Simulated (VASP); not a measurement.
VASP input:

INCAR:
```
GGA  =  PE   ! PBE
NELM  =  100
SIGMA  =  0.05
LCHARG  =  .FALSE.
SYSTEM  =  BN
LREAL  =  .FALSE.   ! projection in real space or not
ISIF  =  2   ! forces and stress, cell fixed
ALGO  =  Normal   ! blocked Davidson
EDIFF  =  1E-7   ! SCF stop (eV)
LASPH  =  .TRUE.   ! aspherical one-centre terms
IVDW  =  11
ISMEAR  =  0   ! Gaussian
LWAVE  =  .FALSE.
ENCUT  =  520   ! plane-wave cut-off (eV)
PREC  =  Accurate
```

**KPOINTS**
```
K-points
0
Gamma
  12 12 12
0 0 0
```

### POSCAR
```
BN
1.0
  0.0000000000   1.7710421001   1.7710421001
  1.7710421001   0.0000000000   1.7710421001
  1.7710421001   1.7710421001   0.0000000000
B N
1 1
Cartesian
  0.0000000000   0.0000000000   0.0000000000
  0.8855210501   0.8855210501   0.8855210501
```

POTCAR, in this order: B N (PBE.64 set). Program: vasp_std.

### Question
Write an equivalent input for Quantum ESPRESSO's pw.x.

### Answer
One equivalent input (not run):
```
&CONTROL
  calculation = 'scf'
  pseudo_dir = './pseudo'
  outdir = './out'
  tprnfor = .true.
  tstress = .true.
/
&SYSTEM
  ibrav = 0
  nat = 2
  ntyp = 2
  ecutwfc = 84
  occupations = 'smearing'
  smearing = 'gaussian'
  degauss = 0.003675
  input_dft = 'pbe'
  vdw_corr = 'grimme-d3'
  dftd3_version = 3
  dftd3_threebody = .false.
/
&ELECTRONS
  conv_thr = 7.3e-09
  electron_maxstep = 100
/
ATOMIC_SPECIES
  B 10.810 B.upf
  N 14.007 N.upf
CELL_PARAMETERS angstrom
     0.0000000    1.7710421    1.7710421
     1.7710421    0.0000000    1.7710421
     1.7710421    1.7710421    0.0000000
ATOMIC_POSITIONS crystal
  B    0.0000000  0.0000000  0.0000000
  N    0.2500000  0.2500000  0.2500000
K_POINTS automatic
  12 12 12 0 0 0
```
Limits of the translation: the potentials are each code's own (VASP's PAW set, PseudoDojo norm-conserving files in pw.x), so ENCUT and ecutwfc are chosen apart and not converted; conv_thr bounds pw.x's estimated SCF error, while EDIFF bounds the energy change between steps.

The compound is BN in the zinc blende structure. This cell is one point of a volume scan, at 0.94 of the reference volume.
